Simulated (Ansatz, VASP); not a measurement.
# Cross-check of Mg3PbO between VASP and Ansatz, part 2 of 3

Aim: how closely do two programs agree when they are given the same cell, functional and k mesh? The cell is generated by rule, not measured, and may not be a known phase. The cell is taken from a series of runs on this material, whose earlier steps may have relaxed, scaled, displaced or heated it; both programs get it as it stands.

VASP 6.6.1 and Ansatz 0.2.0.

So far: The structure; VASP: relaxation of cell and atoms, LDA, pair 1.

The structure was built from a prototype and need not be the compound's stable phase.

### 3. Ansatz: relaxation of cell and atoms, LDA, pair 1

Level of this step: Ansatz beside VASP: Kohn-Sham DFT, plane waves, LDA (Ansatz).

Ansatz runs on its PAW soft_1 files.

The same cell, functional (in two slightly different forms), mesh and smearing now go to Ansatz, which takes its cutoff from its data sets.

input.yaml reads:

```yaml
crystal:
  lattice:
    - [4.3248, 0.0, 0.0]
    - [0.0, 4.3248, 0.0]
    - [0.0, 0.0, 4.3248]
  atoms:
    - { symbol: Pb, position: [0.0, 0.0, 0.0] }
    - { symbol: O, position: [0.5, 0.5, 0.5] }
    - { symbol: Mg, position: [0.5, 0.5, 0.0] }
    - { symbol: Mg, position: [0.5, 0.0, 0.5] }
    - { symbol: Mg, position: [0.0, 0.5, 0.5] }
kpoints:
  mp_grid: { grid: [8, 8, 8] }
hamiltonian:
  xc: lda
  pseudopotentials: { kind: paw, azcp: { folder: soft_1 }, xc_functional: pbe }
scf:
  occupations: { method: gaussian, width: 0.02 }
output:
  forces: true
  stress: true
  eigenvalues: true
  write_density: true
  write_potential: true
  elf: true
  volumetric_format: npy
relax:
  adjacent_minimum: "off"
  f_tol: 0.005
  max_steps: 80
  cell: { stress_tol: 0.05 }
```

Run with:

```sh
ansatz run input.yaml --threads 8 --pin off --max-ram 16384MiB --backend cpu --events-out ev --progress --plain --runs-dir out
```

Numbers of over 12 decimals in the logs are rounded to 6 here.

The log of the run:

```text
Engine: ansatz 0.2.0, aarch64-unknown-linux-gnu
Pseudopotentials: kind: paw
Pseudopotential: Pb, paw, valence charge 14, recommended cutoff 420 eV (normal), soft_1/Pb.paw.azcp
Pseudopotential: O, paw, valence charge 6, recommended cutoff 420 eV (normal), soft_1/O.paw.azcp
Pseudopotential: Mg, paw, valence charge 10, recommended cutoff 420 eV (normal), soft_1/Mg.paw.azcp
Functional definition: SPW92
  exchange = slater_x
  correlation = pw_c
Crystal: 5 atoms, lattice volume = 80.891 Å³
Basis set: ecut = 420 eV, 1575 PW (Γ)
Bands: 30, of which v1, the nominal top of the filled ones, is band 25 counted from 1 (24 counted from 0)
Symmetry: 48 space group operations
Space group: Pm-3m (ITA 221), of the structure as read, at distance tolerance 4.3e-5 Å
k-points: 35 of 512
Non-local potential: Pb, projectors of the file, l = 0: 2, l = 1: 2, l = 2: 2, l = 3: 1
Non-local potential: O, projectors of the file, l = 0: 2, l = 1: 2, l = 2: 1
Non-local potential: Mg, projectors of the file, l = 0: 3, l = 1: 2, l = 2: 1
PAW form: soft (Blöchl's): semilocal exchange-correlation on the pseudo side does not see the compensation charge
PAW frozen core: Pb, regenerated for the run's functional, and the local potential with it (the file was generated under x = pbe(κ = 0.804, μ = 0.219515), c = pbe(β = 0.066725))
PAW frozen core: O, regenerated for the run's functional, and the local potential with it (the file was generated under x = pbe(κ = 0.804, μ = 0.219515), c = pbe(β = 0.066725))
PAW frozen core: Mg, regenerated for the run's functional, and the local potential with it (the file was generated under x = pbe(κ = 0.804, μ = 0.219515), c = pbe(β = 0.066725))
PAW one-centre angular grid: Pb, 590 points (default); XC on 64 Gauss nodes
PAW one-centre angular grid: O, 110 points (default); XC on 64 Gauss nodes
PAW one-centre angular grid: Mg, 110 points (default); XC on 64 Gauss nodes
Initial density: superposition of atomic densities (chi_scale 0.1, normalization cell, long waves kept (reshape's long-wave potential 0.00 eV rms))
Initial wavefunctions: pseudopotential atomic-orbital guess
Functional: x = slater, c = lda
SCF iter   1: F=—  HF=-17867.806927 eV  |F-HF|=—  |Δ(HF+E_count)|=         —  Δρ=7.91e-2  dr2=4.44e0  ethr=3.10e-3  ⟨swp⟩=8.0  Hψ=5153  notcnv=0
preconditioner: auto → Resta (q_TF=auto, 2.518 Å⁻¹)  ε∞=3.6  [insulator: Δε(μ)=0.149 eV  Ē_g=13.143 eV  σ=0.020 eV  W_gap=0.64  n_scr=26 (ndim 8)  ℏωp=21.1 eV  f_vac=0.000  D(μ)=1.98/eV (n_scr^D=18)  ε∞_Penn≈3.6]
SCF iter   2: F=—  HF=-17866.988369 eV  |F-HF|=—  |Δ(HF+E_count)|=   8.19e-1  Δρ=2.46e-2  dr2=5.12e-1  ethr=3.10e-3  ⟨swp⟩=2.3  Hψ=1946  notcnv=0  defer=33
SCF iter   3: F=—  HF=-17866.947738 eV  |F-HF|=—  |Δ(HF+E_count)|=   4.06e-2  Δρ=7.77e-3  dr2=5.07e-2  ethr=1.02e-3  ⟨swp⟩=2.1  Hψ=1355  notcnv=0  defer=33
SCF iter   4: F=—  HF=-17866.941158 eV  |F-HF|=—  |Δ(HF+E_count)|=   6.58e-3  Δρ=1.71e-3  dr2=1.36e-3  ethr=1.01e-4  ⟨swp⟩=2.7  Hψ=1963  notcnv=0  defer=34
SCF iter   5: F=—  HF=-17866.940313 eV  |F-HF|=—  |Δ(HF+E_count)|=   8.44e-4  Δρ=5.02e-4  dr2=1.81e-4  ethr=2.71e-6  ⟨swp⟩=2.0  Hψ=2030  notcnv=0  defer=34
SCF iter   6: F=—  HF=-17866.940313 eV  |F-HF|=—  |Δ(HF+E_count)|=   5.76e-7  Δρ=1.11e-4  dr2=5.03e-6  ethr=3.62e-7  ⟨swp⟩=2.2  Hψ=1377  notcnv=0  defer=34
SCF iter   7: F=—  HF=-17866.940313 eV  |F-HF|=—  |Δ(HF+E_count)|=   4.72e-7  Δρ=2.13e-5  dr2=3.57e-7  ethr=1.01e-8  ⟨swp⟩=2.0  Hψ=1890  notcnv=0  defer=34
SCF iter   8: F=-17866.940313 eV  HF=-17866.940313 eV  |F-HF|=1.66e-8  |Δ(HF+E_count)|=   1.17e-7  Δρ=4.93e-6  dr2=1.75e-8  ethr=2.00e-10  ⟨swp⟩=15.0  Hψ=8636  notcnv=0
SCF 1 converged in 8 iterations: F = -17866.940313 eV  dr2 = 1.75e-8
  greatest PAW one-centre occupation: 1.000 electrons in one spin orbital (limit 2), on the Mg atom at site 3 (counted from 0), in its partial waves of l = 0
relax step   1: F+E_penalty+E_count = -17866.94031302 eV  Δ(F+E_penalty+E_count) = +0.000e0 eV  max|allowed force component| = 3.180e-29 eV/Å  Δτ_max = 0.0000 Å  P = +0.044 GPa  Ω = 80.891 Å³  (8 SCF iters, dr2 threshold 1.00e-7 eV, accepted)
Initial density: handed on by an earlier stage of this run
Initial wavefunctions: pseudopotential atomic-orbital guess (no wavefunctions were taken with the density)
iter 1 solved again at ethr=6.25e-8 eV; its pass at ethr=3.10e-3 eV (dr2=3.13e-5 eV) is discarded
SCF iter   1: F=—  HF=-17866.940314 eV  |F-HF|=—  |Δ(HF+E_count)|=         —  Δρ=4.87e-6  dr2=1.81e-8  ethr=6.25e-8  ⟨swp⟩=3.5  Hψ=8322  notcnv=0
preconditioner: auto → Resta (q_TF=auto, 2.518 Å⁻¹)  ε∞=3.3  [insulator: Δε(μ)=0.098 eV  Ē_g=13.842 eV  σ=0.020 eV  W_gap=0.50  n_scr=26 (ndim 8)  ℏωp=21.1 eV  f_vac=0.000  D(μ)=1.34/eV (n_scr^D=6)  ε∞_Penn≈3.3]
SCF iter   2: F=—  HF=-17866.940313 eV  |F-HF|=—  |Δ(HF+E_count)|=   1.43e-6  Δρ=1.77e-6  dr2=1.62e-9  ethr=3.62e-11  ⟨swp⟩=2.6  Hψ=1973  notcnv=0
SCF iter   3: F=—  HF=-17866.940313 eV  |F-HF|=—  |Δ(HF+E_count)|=  4.18e-10  Δρ=7.03e-7  dr2=3.25e-10  ethr=3.24e-12  ⟨swp⟩=2.0  Hψ=1482  notcnv=0
SCF iter   4: F=-17866.940313 eV  HF=-17866.940313 eV  |F-HF|=1.46e-11  |Δ(HF+E_count)|=  5.82e-11  Δρ=2.56e-7  dr2=4.53e-11  ethr=1.00e-12  ⟨swp⟩=5.1  Hψ=5224  notcnv=0
SCF 2 converged in 4 iterations: F = -17866.940313 eV  dr2 = 4.53e-11
  greatest PAW one-centre occupation: 1.000 electrons in one spin orbital (limit 2), on the Mg atom at site 2 (counted from 0), in its partial waves of l = 0
relax step   2: F+E_penalty+E_count = -17866.94031303 eV  Δ(F+E_penalty+E_count) = -1.015e-8 eV  max|allowed force component| = 4.028e-29 eV/Å  Δτ_max = 0.0000 Å  P = +0.044 GPa  Ω = 80.891 Å³  stress off target by 4.41e-2 GPa  SCF on the basis re-selected at this cell (its energy is not comparable with the rows above)  (4 SCF iters)
basis re-selected at this cell: Δ(F+E_penalty+E_count) = -1.015e-8 eV, ΔP = -0.000 GPa vs the last step (what re-selecting the basis moved, of the pressure what is left beyond the Pulay correction that the steps carried, after the strain that the cell walked since its last selection, with what the two solves' SCF thresholds leave and, on support functions, any second-order correction that the steps lacked; it is no m [...]
SCF converged after 4 iterations
Free energy (F): -17866.940313 eV
Harris-Foulkes:  -17866.940313 eV  (|F-HF|=1.46e-11)
Internal energy: -17866.940045 eV  (E = F + TS)
E sigma→0 (E₀):  -17866.940179 eV
Entropy (-TS):   -0.000268 eV (-0.054 meV/atom)
Fermi energy:    10.639738 eV
--- Per-component energies (eV) ---
  E_band       = -985.741524
  E_kinetic    = 683.385703
  E_local      = -5909.215888  (includes V_loc(G=0)·N_el)
  E_nonlocal   = 950.075942
  E_hartree    = 2042.382873
  E_xc         = -356.982502
  E_vxc        = -336.578308  (∫ρ·V_xc dr)
  E_paw        = -11085.927103  (= ΣΔE_a)
  E_vpaw       = -458.174915  (= ΣTr[D̂ρ^β])
  E_aug_tail   = 0.000310  (compensation charges beyond the density's cutoff)
  E_ewald      = -4191.130117
  E_core_change = 0.470736  (= ΣΔE_core)
  E_smearing   = -0.000268  (= −TS)
  E_closure    = -0.000000  (closes the sum)
  Σ components = -17866.940313   (vs F -17866.940313, Δ=0.00e0)
--- Forces (eV/Å), atoms counted from 1 ---
  atom   1  Pb     0.00000000     0.00000000     0.00000000
  atom   2  O      0.00000000     0.00000000     0.00000000
  atom   3  Mg    -0.00000000    -0.00000000     0.00000000
  atom   4  Mg    -0.00000000    -0.00000000     0.00000000
  atom   5  Mg     0.00000000     0.00000000    -0.00000000
  max |Σ_I F_I| component: 4.77e-29 eV/Å
--- Stress (GPa, compression-positive) ---
        0.044144      -0.000000       0.000000
       -0.000000       0.044144       0.000000
        0.000000       0.000000       0.044144
  P = ⅓ Tr σ = 0.0441 GPa (0.441 kbar)
--- Band table (eV; the first three rows and the last of 35) ---
  k-point 0: bands = [... 21 lower, 4.4307, 10.0915, 10.0915, 10.0915, 11.2525, 11.2525, 11.2883, 16.6734, ... 1 higher]
  k-point 1: bands = [... 21 lower, 4.4585, 8.7743, 10.0683, 10.0683, 11.3623, 11.4670, 12.8024, 15.7811, ... 1 higher]
  k-point 2: bands = [... 21 lower, 4.5275, 7.2668, 10.0022, 10.0022, 11.6868, 11.9948, 14.9178, 15.0833, ... 1 higher]
  k-point 34: bands = [... 21 lower, 4.0071, 6.8679, 6.8679, 6.8679, 12.1806, 12.1806, 12.1806, 13.9848, ... 1 higher]
--- Relaxed structure (1 steps of the walk, 1 accepted, 1 SCFs on fresh bases) ---
  F+E_penalty+E_count = -17866.94031303 eV   max|allowed force component| = 4.028e-29 eV/Å   (the final SCF, on the basis selected at the relaxed cell)
  cell:  # Å, volume = 80.8906 Å³
    - [4.3248, 0.0, 0.0]
    - [0.0, 4.3248, 0.0]
    - [0.0, 0.0, 4.3248]
  atoms:
    - { symbol: Pb, position: [0.0, 0.0, 0.0] }
    - { symbol: O, position: [0.5, 0.5, 0.5] }
    - { symbol: Mg, position: [0.5, 0.5, 0.0] }
    - { symbol: Mg, position: [0.5, 0.0, 0.5] }
    - { symbol: Mg, position: [0.0, 0.5, 0.5] }
```

In the SCF lines HF is the Harris–Foulkes energy and dr2 the Hartree energy of the density residual, in eV; the loop may stop once dr2 is under the threshold and the program's other checks hold. Hψ counts applications of the Hamiltonian.

### 4. Side by side

Known differences besides the potentials themselves: the two LDA forms differ slightly; the data sets hold 50 valence electrons in Ansatz (on its PAW soft_1 files) and 26 in VASP; the cutoff is 420 eV in Ansatz and 600 eV in VASP; VASP's log shows a relativistic correction to its local exchange, Ansatz's none; Ansatz adds a Pulay correction to the stress that steers its cell, VASP none. Total energies have different zeros and are not compared.

The two programs side by side:

| quantity | Ansatz | VASP | difference |
| --- | --- | --- | --- |
| volume (Å³) | 80.89 | 80.21 | +0.85 % |
| edge a after relaxation, in the typed setting (Å) | 4.325 | 4.313 | +0.28 % |

### 5. Ansatz: relaxation of cell and atoms, LDA, pair 2

The relaxed volume is the usual yardstick between codes: in a stiff, nearly cubic crystal its relative difference is about their pressure difference at one cell divided by the bulk modulus.

The cell is taken from a series of runs on this material, whose earlier steps may have relaxed, scaled, displaced or heated it; both programs get it as it stands.

input.yaml reads:

```yaml
crystal:
  lattice:
    - [4.3259854434, 0.0, 0.0]
    - [0.0, 4.3259854434, 0.0]
    - [0.0, 0.0, 4.3259854434]
  atoms:
    - { symbol: Pb, position: [0.0, 0.0, 0.0] }
    - { symbol: O, position: [0.5, 0.5, 0.5] }
    - { symbol: Mg, position: [0.5, 0.5, 0.0] }
    - { symbol: Mg, position: [0.5, 0.0, 0.5] }
    - { symbol: Mg, position: [0.0, 0.5, 0.5] }
kpoints:
  mp_grid: { grid: [8, 8, 8] }
hamiltonian:
  xc: lda
  pseudopotentials: { kind: paw, azcp: { folder: soft_1 }, xc_functional: pbe }
scf:
  occupations: { method: methfessel_paxton, width: 0.2 }
output:
  forces: true
  stress: true
  eigenvalues: true
relax:
  adjacent_minimum: "off"
  f_tol: 0.001
  max_steps: 60
  cell: { stress_tol: 0.01 }
```

The log of the run:

```text
[...]
Crystal: 5 atoms, lattice volume = 80.957 Å³
Basis set: ecut = 420 eV, 1575 PW (Γ)
Bands: 30, of which v1, the nominal top of the filled ones, is band 25 counted from 1 (24 counted from 0)
Symmetry: 48 space group operations
[...]
k-points: 35 of 512
[...]
cell:  # Å, volume = 80.9571 Å³
    - [4.3259854434, 0.0, 0.0]
    - [0.0, 4.3259854434, 0.0]
    - [0.0, 0.0, 4.3259854434]
  atoms:
    - { symbol: Pb, position: [0.0, 0.0, 0.0] }
    - { symbol: O, position: [0.500000, 0.500000, 0.500000] }
    - { symbol: Mg, position: [0.500000, 0.500000, 0.0] }
    - { symbol: Mg, position: [0.500000, 0.0, 0.500000] }
    - { symbol: Mg, position: [0.0, 0.500000, 0.500000] }
[key lines of the parts left out:]
SCF converged after 6 iterations
Free energy (F): -17866.941081 eV
Fermi energy:    10.590636 eV
P = ⅓ Tr σ = 0.0012 GPa (0.012 kbar)
```

### 6. VASP: relaxation of cell and atoms, LDA, pair 2

The same cell, functional (in two slightly different forms), mesh and smearing now go to VASP, with its own data sets.

INCAR reads:

```
SYSTEM = Mg3PbO
PREC = Accurate
ENCUT = 600
EDIFF = 1E-07
NELM = 120
ISMEAR = 1
SIGMA = 0.2
LREAL = .FALSE.
ALGO = Normal
GGA = CA
NBANDS = 19
LORBIT = 11
LWAVE = .FALSE.
LCHARG = .FALSE.
ISIF = 3
IBRION = 2
NSW = 80
EDIFFG = -0.005
LASPH = .TRUE.
GGA_COMPAT = .FALSE.
NELMIN = 4
KPAR = 2
```

POSCAR reads:

```
Mg3PbO
1.0
    4.3259850000      0.0000000000      0.0000000000
    0.0000000000      4.3259850000      0.0000000000
    0.0000000000      0.0000000000      4.3259850000
Pb O Mg
1 1 3
Direct
    0.0000000000      0.0000000000      0.0000000000
    0.5000001156      0.5000001156      0.5000001156
    0.5000001156      0.5000001156      0.0000000000
    0.5000001156      0.0000000000      0.5000001156
    0.0000000000      0.5000001156      0.5000001156
```

KPOINTS reads:

```
Automatic mesh
0
Gamma
8 8 8
0 0 0
```

The projector-augmented-wave data sets are Pb_d, O and Mg (LDA family, release 64).

Run with:

```sh
mpirun -np 2 vasp_std
```

The log of the run:

```text
[... set-up lines as in an earlier step ...]
 entering main loop
       N       E                     dE             d eps       ncg     rms          rms(c)
DAV:   1     0.213167997300E+03    0.21317E+03   -0.12798E+04  1330   0.147E+03
DAV:   2     0.755008912888E+00   -0.21241E+03   -0.20372E+03  1393   0.353E+02
DAV:   3    -0.223586319019E+02   -0.23114E+02   -0.22609E+02  1639   0.116E+02
DAV:   4    -0.231540639576E+02   -0.79543E+00   -0.79406E+00  1589   0.223E+01
[...]
DAV:  14    -0.209752062962E+02   -0.31608E-06   -0.24078E-05  1474   0.278E-02    0.275E-03
DAV:  15    -0.209752061198E+02    0.17637E-06   -0.17948E-06  1700   0.963E-03    0.609E-04
DAV:  16    -0.209752061193E+02    0.47839E-09   -0.15115E-07  1049   0.262E-03
   1 F= -.20975206E+02 E0= -.20974968E+02  d E =-.209752E+02
[...]
N       E                     dE             d eps       ncg     rms          rms(c)
DAV:   1    -0.210037310985E+02   -0.28525E-01   -0.66620E-01  1604   0.114E+01    0.958E-01
[...]
DAV:   7    -0.209768174392E+02    0.61215E-05   -0.31656E-05  1402   0.329E-02    0.110E-03
DAV:   8    -0.209768176573E+02   -0.21810E-06   -0.28530E-06  1509   0.120E-02    0.118E-03
DAV:   9    -0.209768176471E+02    0.10230E-07   -0.54310E-08   806   0.186E-03
   2 F= -.20976818E+02 E0= -.20976467E+02  d E =-.161153E-02
 trial-energy change:   -0.001612  1 .order   -0.001599   -0.003599    0.000401
 step:   0.9014(harm=  0.8998)  dis= 0.00000  next Energy=   -20.976837 (dE=-0.163E-02)
[...]
N       E                     dE             d eps       ncg     rms          rms(c)
DAV:   1    -0.209770986079E+02   -0.28095E-03   -0.65178E-03  1606   0.114E+00    0.942E-02
DAV:   2    -0.209768614077E+02    0.23720E-03   -0.90402E-04  1543   0.351E-01    0.259E-02
DAV:   3    -0.209768401399E+02    0.21268E-04   -0.85752E-05  1702   0.112E-01    0.802E-03
DAV:   4    -0.209768377873E+02    0.23526E-05   -0.94792E-06  1712   0.358E-02    0.307E-03
DAV:   5    -0.209768375332E+02    0.25415E-06   -0.12324E-06  1664   0.645E-03    0.111E-03
DAV:   6    -0.209768375632E+02   -0.30079E-07   -0.60156E-07  1342   0.476E-03
   3 F= -.20976838E+02 E0= -.20976497E+02  d E =-.163144E-02
[...]
reached required accuracy - stopping structural energy minimisation
```

Parts of OUTCAR (step 6):

```text
  Total        0.0049211      0.0049211      0.0049211     -0.0000000     -0.0000000      0.0000000
  in kB        0.0982931      0.0982931      0.0982931     -0.0000000     -0.0000000      0.0000000
  external PRESSURE =       0.0982931 kB  Pullay stress =       0.0000000 kB

 POSITION                                       TOTAL-FORCE (eV/Angst)
 -----------------------------------------------------------------------------------
      0.00000      0.00000      0.00000         0.000000      0.000000      0.000000
      2.15636      2.15636      2.15636        -0.000000     -0.000000      0.000000
      2.15636      2.15636     -0.00000         0.000000      0.000000      0.000000
      2.15636      0.00000      2.15636         0.000000      0.000000      0.000000
      0.00000      2.15636      2.15636         0.000000      0.000000      0.000000
 -----------------------------------------------------------------------------------
    total drift:                               -0.000605     -0.000605     -0.000605

  FREE ENERGIE OF THE ION-ELECTRON SYSTEM (eV)
  ---------------------------------------------------
  free  energy   TOTEN  =       -20.9768375632 eV

  energy  without entropy=      -20.9758166417  energy(sigma->0) =      -20.97649726

[... 2 parts as in an earlier step ...]

[... 2 further parts left out ...]
[key lines of the parts left out:]
E-fermi :   6.5094
```

### 7. Differences

What differs besides the data sets and the points named for the pairs above, as far as they apply: the data sets hold 50 valence electrons in Ansatz (on its PAW soft_1 files) and 26 in VASP. Total energies have different zeros and are not compared.

Compared:

| quantity | Ansatz | VASP | difference |
| --- | --- | --- | --- |
| volume (Å³) | 80.96 | 80.21 | +0.93 % |
| edge a after relaxation, in the typed setting (Å) | 4.326 | 4.313 | +0.31 % |

[end of part 2 of 3]

[Lines on the potential files, build, host, timing and source positions are cut from VASP's logs without a mark.]

[Logs are printed without paths, hosts, clocks, repeated set-up lines and the standing remarks that a program may print on its own settings, such as how far it seeks lower states.]

[Hosts, paths, dates, database ids (printed as entryN), source tags and the programs' standing remarks are cut or masked in the printed files.]
